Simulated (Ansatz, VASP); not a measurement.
**SiCCl2 (Cl-SiC-Cl chair, 1 layer) in two plane-wave programs**

Wanted: the spread between two codes on one cell, functional and k mesh. Of the first pair: The structure shown is the start of the Ansatz relaxation below; VASP solves that cell, so the two are compared at the walk's first step.

Main program and level: Ansatz 0.2.0; plane waves, with VASP 6.6.1 beside it; single point at PBE.

### Step 1. The starting structure

The cell holds 4 atoms: 2 Cl, 1 C and 1 Si. Cell: a = 3.086 Å, b = 3.085 Å, c = 19.533 Å, α = 90.0°, β = 90.0°, γ = 120.0°. Vacuum lies along c.

### Step 2. Ansatz: relaxation, PBE

Ansatz runs on its default PAW (the set named soft_2) files.

The two programs are compared at the cell with which this relaxation starts, whose forces are those of its first step.

input.yaml reads:

```yaml
crystal:
  lattice:
    - [3.0855, 0.0, 0.0]
    - [-1.54275, 2.6721213834, 0.0]
    - [0.0, 0.0, 19.5333333333]
  atoms:
    - { symbol: Cl, position: [0.6666666667, 0.3333333333, 0.3839590444] }
    - { symbol: C, position: [0.6666666667, 0.3333333333, 0.4750853242] }
    - { symbol: Si, position: [0.3333333333, 0.6666666667, 0.506996587] }
    - { symbol: Cl, position: [0.3333333333, 0.6666666667, 0.6160409556] }
kpoints:
  mp_grid: { grid: [12, 12, 1] }
hamiltonian:
  xc: pbe
scf:
  occupations: { method: fermi_dirac, width: 0.05 }
  convergence: { dr2_threshold: 1.0e-08 }
efield:
  axis: 3
  dipole_correction: true
  ramp_position: 0.97
  ramp_width: 0.04
relax:
  f_tol: 0.01
  cell: { fix: [c, alpha, beta] }
output:
  write_potential: true
  write_density: true
  volumetric_format: npy
```

Started as:

```bash
$ ansatz run input.yaml --threads 2 --pin off --max-ram 4096MiB --backend cpu --events-out ev --progress --plain --runs-dir out
```

Numbers of over 12 decimals in the logs are rounded to 6 here.

The log of the run:

```text
Warning: relax.cell: scf.convergence.dr2_threshold = 1e-8 eV is looser than the 4e-10 eV advised for a relaxation that steers and ends on the stress (1e-10 eV for each atom of the cell: 4). What an SCF threshold leaves in a stress goes as its square root, and in the free energy as the threshold itself, and one threshold admits the most on a small cell: [figures from the program's tests cut] Set scf.convergence.dr2_threshold to 4e-10 eV or tighter. The threshold is an SCF's pass mark: one that does not reach it within its budget of iterations ends unconverged, or closes short of it on a stop that the run arms, and scf.convergence.dr2_threshold's page says what that costs each kind of run
Engine: ansatz 0.2.0, aarch64-unknown-linux-gnu
Pseudopotentials: kind: paw
Pseudopotential: Cl, paw, valence charge 7, recommended cutoff 420 eV (normal), Cl.paw.azcp
Pseudopotential: C, paw, valence charge 4, recommended cutoff 420 eV (normal), C.paw.azcp
Pseudopotential: Si, paw, valence charge 4, recommended cutoff 420 eV (normal), Si.paw.azcp
Functional definition: PBE
  parameter kappa = 0.804
  parameter beta = 0.066725
  exchange = pbe_x(kappa = kappa, mu = beta*pi^2/3)
  correlation = pbe_c(beta = beta)
Crystal: 4 atoms, lattice volume = 161.049 Å³
Basis set: ecut = 420 eV, 3161 PW (Γ), exchange–correlation on 48×48×270 points (8 copies of the dense FFT grid, shifted against one another)
Bands: 15, of which v1, the nominal top of the filled ones, is band 11 counted from 1 (10 counted from 0)
Symmetry: 6 space group operations
Space group: P3m1 (ITA 156), of the structure as read, at distance tolerance 5.4e-5 Å
k-points: 19 of 144 (time reversal used)
Non-local potential: Cl, projectors of the file, l = 0: 2, l = 1: 2, l = 2: 2
Non-local potential: C, projectors of the file, l = 0: 2, l = 1: 2, l = 2: 1
Non-local potential: Si, projectors of the file, l = 0: 2, l = 1: 2, l = 2: 2
PAW form: soft (Blöchl's): semilocal exchange-correlation on the pseudo side does not see the compensation charge
PAW one-centre angular grid: Cl, 110 points (default); XC on 64 Gauss nodes
PAW one-centre angular grid: C, 110 points (default); XC on 64 Gauss nodes
PAW one-centre angular grid: Si, 110 points (default); XC on 64 Gauss nodes
Initial density: superposition of atomic densities (neutral atoms: chi_scale 0, normalization atom), corrected by the library's trained network
Initial wavefunctions: pseudopotential atomic-orbital guess
Functional: x = pbe(κ = 0.804, μ = 0.219515), c = pbe(β = 0.066725)
SCF iter   1: F=—  HF=-3046.342218 eV  |F-HF|=—  |Δ(HF+E_count)|=         —  Δρ=2.80e-3  dr2=6.93e-2  ethr=1.77e-3  p=-0.035 e·Å  D=-3.90e-2 V/Å  ΔV_dip=0.76 eV  dr2_dipole=1.42e-2  V_vac-E_F(+/−)=4.93/4.16 eV  ⟨swp⟩=9.1  Hψ=2249  notcnv=0
efield: sawtooth ramp at fractional position 0.9700 (set: `efield.ramp_position`, or a place that a band, a saddle search or an elastic batch's reference lends), width 0.0400; the density the first Hamiltonian is built on has a dipole p = -0.035 e·Å; the dipole correction subtracts the counter field D = -3.90e-2 V/Å, which shifts the + side's vacuum level by +0.76 eV against the − side's; the planar-averaged density in the ramp window peaks in size at 8.9e-5 e/Å³
preconditioner: auto → none  [insulator: Δε(μ)=1.734 eV  Ē_g=11.570 eV  σ=0.050 eV  W_gap=1.00  n_scr=12 (ndim 8)  ℏωp=13.7 eV  f_vac=0.590  D(μ)=0.00/eV (n_scr^D=0)  ε∞_Penn≈2.4]
SCF iter   2: F=—  HF=-3046.389778 eV  |F-HF|=—  |Δ(HF+E_count)|=   4.76e-2  Δρ=5.49e-3  dr2=3.14e-1  ethr=3.15e-4  p=0.045 e·Å  D=5.04e-2 V/Å  ΔV_dip=-0.98 eV  dr2_dipole=1.34e-1  V_vac-E_F(+/−)=3.50/4.49 eV  ⟨swp⟩=4.4  Hψ=788  notcnv=0  recentre
SCF iter   3: F=—  HF=-3046.330388 eV  |F-HF|=—  |Δ(HF+E_count)|=   5.94e-2  Δρ=1.47e-3  dr2=9.72e-3  ethr=3.15e-4  p=-0.026 e·Å  D=-2.95e-2 V/Å  ΔV_dip=0.58 eV  dr2_dipole=1.13e-3  V_vac-E_F(+/−)=4.65/4.08 eV  ⟨swp⟩=4.0  Hψ=667  notcnv=0
SCF iter   4: F=—  HF=-3046.329878 eV  |F-HF|=—  |Δ(HF+E_count)|=   5.10e-4  Δρ=5.57e-4  dr2=1.27e-3  ethr=4.42e-5  p=-0.027 e·Å  D=-3.01e-2 V/Å  ΔV_dip=0.59 eV  dr2_dipole=3.62e-5  V_vac-E_F(+/−)=4.46/3.87 eV  ⟨swp⟩=2.8  Hψ=606  notcnv=0
SCF iter   5: F=—  HF=-3046.329894 eV  |F-HF|=—  |Δ(HF+E_count)|=   1.63e-5  Δρ=3.18e-4  dr2=2.37e-4  ethr=5.75e-6  p=-0.029 e·Å  D=-3.27e-2 V/Å  ΔV_dip=0.64 eV  dr2_dipole=2.38e-6  V_vac-E_F(+/−)=4.50/3.86 eV  ⟨swp⟩=2.1  Hψ=425  notcnv=0
SCF iter   6: F=—  HF=-3046.329963 eV  |F-HF|=—  |Δ(HF+E_count)|=   6.91e-5  Δρ=1.36e-4  dr2=2.09e-5  ethr=1.08e-6  p=-0.030 e·Å  D=-3.38e-2 V/Å  ΔV_dip=0.66 eV  dr2_dipole=4.51e-7  V_vac-E_F(+/−)=4.49/3.83 eV  ⟨swp⟩=2.6  Hψ=453  notcnv=0
[...]
SCF iter   6: F=-3046.808746 eV  HF=-3046.808746 eV  |F-HF|=5.25e-10  |Δ(HF+E_count)|=   9.07e-9  Δρ=2.02e-6  dr2=4.02e-9  ethr=4.55e-11  p=-0.008 e·Å  D=-8.42e-3 V/Å  ΔV_dip=0.16 eV  dr2_dipole=2.36e-11  V_vac-E_F(+/−)=4.53/4.36 eV  ⟨swp⟩=9.6  Hψ=2005  notcnv=0
SCF 9 converged in 6 iterations: F = -3046.808746 eV  dr2 = 4.02e-9
relax step   9: F+E_penalty+E_count = -3046.80874603 eV  Δ(F+E_penalty+E_count) = -4.891e-5 eV  max|allowed force component| = 9.689e-4 eV/Å  Δτ_max = 0.0014 Å  P = +0.002 GPa  Ω = 181.556 Å³  energy of the carried Pulay correction = -8.641e-5 eV  fix = [c, alpha, beta]  reactions: c +0.002 GPa  (6 SCF iters, accepted)
iter 1 solved again at ethr=1.59e-6 eV; its pass at ethr=3.10e-3 eV (dr2=3.49e-4 eV) is discarded
SCF iter   1: F=—  HF=-3046.808919 eV  |F-HF|=—  |Δ(HF+E_count)|=         —  Δρ=6.61e-6  dr2=3.44e-8  ethr=1.59e-6  p=-0.008 e·Å  D=-8.42e-3 V/Å  ΔV_dip=0.16 eV  dr2_dipole=1.10e-10  V_vac-E_F(+/−)=4.53/4.36 eV  ⟨swp⟩=2.6  Hψ=2985  notcnv=0
efield: sawtooth ramp at fractional position 0.9700 (set: `efield.ramp_position`, or a place that a band, a saddle search or an elastic batch's reference lends), width 0.0400; the density the first Hamiltonian is built on has a dipole p = -0.008 e·Å; the dipole correction subtracts the counter field D = -8.42e-3 V/Å, which shifts the + side's vacuum level by +0.16 eV against the − side's; the planar-averaged density in the ramp window peaks in size at 3.6e-7 e/Å³
eigensolver tolerance schedule: the retry pair's looser diagonalisation over-reported the residual by 10142.53 of it (diagonalisation noise at an unbounded share of the residual, at the tolerance the schedule requests for it); recorded, not acted on — ethr = c·dr2/N_el stays at c = 1.0e-1
preconditioner: auto → none  [insulator: Δε(μ)=2.235 eV  Ē_g=11.356 eV  σ=0.050 eV  W_gap=1.00  n_scr=10 (ndim 8)  ℏωp=12.9 eV  f_vac=0.601  D(μ)=0.00/eV (n_scr^D=0)  ε∞_Penn≈2.3]
SCF iter   2: F=—  HF=-3046.808832 eV  |F-HF|=—  |Δ(HF+E_count)|=   8.69e-5  Δρ=4.43e-6  dr2=7.03e-8  ethr=1.56e-10  p=-0.008 e·Å  D=-8.41e-3 V/Å  ΔV_dip=0.16 eV  dr2_dipole=1.48e-9  V_vac-E_F(+/−)=4.53/4.36 eV  ⟨swp⟩=4.2  Hψ=818  notcnv=0
iter 3 met the thresholds in force, and the SCF goes on: an eigenvalue changes by 4.37 meV, over its tolerance of 3.16 meV (output.eigenvalues, Limitations)
SCF iter   3: F=-3046.808836 eV  HF=-3046.808833 eV  |F-HF|=2.93e-6  |Δ(HF+E_count)|=   1.21e-6  Δρ=2.31e-6  dr2=3.56e-9  ethr=4.55e-11  p=-0.008 e·Å  D=-8.42e-3 V/Å  ΔV_dip=0.16 eV  dr2_dipole=2.84e-10  V_vac-E_F(+/−)=4.53/4.36 eV  ⟨swp⟩=10.2  Hψ=2411  notcnv=0
SCF iter   4: F=-3046.808836 eV  HF=-3046.808835 eV  |F-HF|=1.22e-6  |Δ(HF+E_count)|=   1.71e-6  Δρ=1.32e-6  dr2=3.86e-9  ethr=1.62e-11  p=-0.008 e·Å  D=-8.41e-3 V/Å  ΔV_dip=0.16 eV  dr2_dipole=1.29e-9  V_vac-E_F(+/−)=4.53/4.36 eV  ⟨swp⟩=7.4  Hψ=2063  notcnv=0
SCF 10 converged in 4 iterations: F = -3046.808836 eV  dr2 = 3.86e-9
relax step  10: F+E_penalty+E_count = -3046.80883589 eV  Δ(F+E_penalty+E_count) = -8.986e-5 eV  max|allowed force component| = 9.315e-4 eV/Å  Δτ_max = 0.0000 Å  P = +0.002 GPa  Ω = 181.556 Å³  fix = [c, alpha, beta]  reactions: c +0.002 GPa  stress off target by 1.67e-3 GPa on what of the cell is left free  SCF on the basis re-selected at this cell (its energy is not comparable with the rows above)  (4 SCF iters)
basis re-selected at this cell: Δ(F+E_penalty+E_count) = -8.986e-5 eV, ΔP = +0.000 GPa vs the last step (what re-selecting the basis moved, of the pressure what is left beyond the Pulay correction that the steps carried, after the strain that the cell walked since its last selection, with what the two solves' SCF thresholds leave and, on support functions, any second-order correction that the steps lacked; it is no m [...]
WARN: The input density's exchange-correlation potential varies sharply where the density is thin. Do not read a vacuum level from v_tot or v_xc, or from such a field of the output density. On a cell that repeats whose density bears no net charge and no dipole along the vacuum's axis use v_es (v_loc + v_h of the components); under efield.dipole_correction with no amplitude use v_es + v_field, which holds any external [...]
SCF converged after 4 iterations
an eigenvalue changed by more than its tolerance at an iteration that met the thresholds in force, so the SCF went on 1 time: the last check found none over its tolerance
Free energy (F): -3046.808836 eV
Harris-Foulkes:  -3046.808835 eV  (|F-HF|=1.22e-6)
Internal energy: -3046.808836 eV  (E = F + TS)
E sigma→0 (E₀):  -3046.808836 eV
Fermi energy:    -0.283406 eV
Dipole field:    D = -0.008460 V/Å  (p = -0.008489 e·Å, saw-weighted, corrected)
Work function:   Φ+ = 4.5264 eV   Φ− = 4.3612 eV
Levels:          The Fermi level and band energies are counted from a zero that moves with the ramp; work functions are not
--- Per-component energies (eV) ---
  E_band       = -178.422169
  E_kinetic    = 452.598863
  E_local      = -7505.429629  (includes V_loc(G=0)·N_el)
  E_nonlocal   = 108.120575
  E_hartree    = 3559.240705
  E_xc         = -317.351436
  E_vxc        = -350.254463  (∫ρ·V_xc dr)
  E_paw        = -1929.796702  (= ΣΔE_a)
  E_vpaw       = -1.962148  (= ΣTr[D̂ρ^β])
  E_aug_tail   = 0.000194  (compensation charges beyond the density's cutoff)
  E_efield     = 0.000036  (sawtooth field / dipole correction)
  E_vefield    = 0.022818  (∫n·V_field dr)
  E_ewald      = 2585.808558
  E_smearing   = -0.000000  (= −TS)
  E_closure    = -0.000000  (closes the sum)
  Σ components = -3046.808836   (vs F -3046.808836, Δ=0.00e0)
--- Forces (eV/Å), atoms counted from 1 ---
  atom   1  Cl    -0.00000000    -0.00000000    -0.00078495
  atom   2  C      0.00000000     0.00000000    -0.00028235
  atom   3  Si     0.00000000    -0.00000000     0.00093790
  atom   4  Cl     0.00000000     0.00000000     0.00015516
  max |Σ_I F_I| component: 2.58e-5 eV/Å
--- Stress (GPa, compression-positive) ---
        0.001672       0.000000       0.000000
       -0.000000       0.001672      -0.000000
        0.000000      -0.000000       0.002007
  P = ⅓ Tr σ = 0.0018 GPa (0.018 kbar)
--- Band table (eV; the first three rows and the last of 19) ---
  k-point 0: bands = [... 7 lower, -2.7054, -2.7054, -1.4265, -1.4265, 0.8083, 1.6638, 3.5837, 4.1853]
  k-point 1: bands = [... 7 lower, -2.9699, -2.7567, -1.7380, -1.4883, 1.0431, 1.9278, 3.6467, 3.9929]
  k-point 2: bands = [... 7 lower, -3.6032, -2.8951, -2.4705, -1.6474, 1.3577, 2.3076, 3.7909, 4.1166]
  k-point 18: bands = [... 7 lower, -5.1898, -4.6034, -3.9467, -3.8351, 2.5570, 3.6683, 4.0256, 5.4882]
--- Relaxed structure (8 steps of the walk, 8 accepted, 2 SCFs on fresh bases) ---
  F+E_penalty+E_count = -3046.80883589 eV   max|allowed force component| = 9.315e-4 eV/Å   (the final SCF, on the basis selected at the relaxed cell)
  cell:  # Å, volume = 181.5560 Å³
    - [3.276059, 0.0, 0]
    - [-1.638030, 2.837151, 0]
    - [0, 0, 19.5333333333]
  atoms:
    - { symbol: Cl, position: [0.666667, 0.333333, 0.384829] }
    - { symbol: C, position: [0.666667, 0.333333, 0.478799] }
    - { symbol: Si, position: [0.333333, 0.666667, 0.506846] }
    - { symbol: Cl, position: [0.333333, 0.666667, 0.611608] }
```

[end of part 1 of 2]

[Lines on the potential files, build, host, timing and source positions are cut from VASP's logs without a mark.]

[Logs are printed without paths, hosts, clocks, repeated set-up lines and the standing remarks that a program may print on its own settings, such as how far it seeks lower states.]

[Hosts, paths, dates, database ids (printed as entryN), source tags and the programs' standing remarks are cut or masked in the printed files.]
